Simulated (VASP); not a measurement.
Consider the following.

```
CELL_PARAMETERS angstrom
      0.00000     3.00000     3.00000
      3.00000     0.00000     3.00000
      3.00000     3.00000     0.00000
ATOMIC_POSITIONS crystal
  Li 0.25000 0.25000 0.25000
  Li 0.75000 0.75000 0.75000
  Se 0.00000 0.00000 0.00000
```

These are PBEsol GGA, VASP's PBE PAW potentials (set 64) (plane waves; VASP 6.6.1) values and carry that method's errors. Run with 400 eV cut-off, 10×10×10 Γ-centred mesh, Fermi-Dirac smearing of 0.050 eV, potentials Li_sv Se.

### Question
Give the energies of bands 4 to 9 at the high-symmetry points, in eV from the valence-band maximum.

### Answer

| band | Γ | X | U | L | W |
|---|---|---|---|---|---|
| 4 | 0.00 | -2.25 | -2.12 | -2.92 | -1.90 |
| 5 | 0.00 | -1.46 | -2.04 | -0.53 | -1.90 |
| 6 | 0.00 | -1.46 | -1.19 | -0.53 | -1.80 |
| 7 | 3.37 | 2.82 | 3.98 | 5.16 | 5.02 |
| 8 | 5.55 | 6.29 | 7.33 | 5.87 | 6.28 |
| 9 | 5.55 | 10.22 | 8.34 | 5.87 | 8.12 |

The gap is indirect, 2.82 eV, from the valence maximum at Γ to the conduction minimum at X.

The structure is a typed Li2Se crystal (Fm-3m). The cell was not relaxed at this level.
